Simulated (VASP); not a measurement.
OSZICAR of a VASP run on TiCo (CsCl type):

OSZICAR:
```
       N       E                     dE             d eps       ncg     rms          rms(c)
DAV:   1     0.149181547071E+03    0.14918E+03   -0.10257E+04  2352   0.183E+03
DAV:   2    -0.870651419495E+01   -0.15789E+03   -0.15527E+03  2382   0.406E+02
DAV:   3    -0.176484567979E+02   -0.89419E+01   -0.88602E+01  3712   0.106E+02
DAV:   4    -0.179229269371E+02   -0.27447E+00   -0.27292E+00  2930   0.150E+01
DAV:   5    -0.179320381645E+02   -0.91112E-02   -0.91111E-02  3418   0.257E+00    0.132E+01
DAV:   6    -0.161133865443E+02    0.18187E+01   -0.13628E+01  2964   0.562E+01    0.692E+00
DAV:   7    -0.183944306651E+02   -0.22810E+01   -0.28672E+01  3844   0.508E+01    0.228E+01
DAV:   8    -0.156171963121E+02    0.27772E+01   -0.16477E+01  3526   0.394E+01    0.165E+00
DAV:   9    -0.156497442729E+02   -0.32548E-01   -0.30186E-01  3238   0.533E+00    0.188E+00
DAV:  10    -0.156353582856E+02    0.14386E-01   -0.86723E-02  3520   0.370E+00    0.464E-01
DAV:  11    -0.156338260431E+02    0.15322E-02   -0.74464E-03  3004   0.105E+00    0.272E-01
DAV:  12    -0.156333956185E+02    0.43042E-03   -0.16803E-03  3658   0.365E-01    0.816E-02
DAV:  13    -0.156333170528E+02    0.78566E-04   -0.20526E-04  2846   0.135E-01    0.382E-02
DAV:  14    -0.156333084217E+02    0.86311E-05   -0.61141E-05  3390   0.673E-02    0.690E-03
DAV:  15    -0.156333085690E+02   -0.14730E-06   -0.35374E-06  2366   0.256E-02
   1 F= -.15633309E+02 E0= -.15632792E+02  d E =-.156333E+02
```

Task: Which electronic solver shows in the log?

Result: It is blocked Davidson (ALGO = Normal, or the opening steps of other solvers). The INCAR had ALGO = Normal.

Task: How was spin treated?

Result: Without spin polarisation: there is no mag entry.

Task: Can the final energy be trusted as converged?

Result: The run converged. It stopped with EDIFF = 1E-6, NELM = 100, NSW = 40 and EDIFFG = -0.02 after 1 ionic step (PBE GGA, plane waves, VASP's PBE PAW potentials (set 64)).

The compound is TiCo in the CsCl type structure. It was relaxed first. The run is not spin-polarised, so no magnetic state was tried. The electron count is odd and the run is not spin-polarised, which forces a metal.
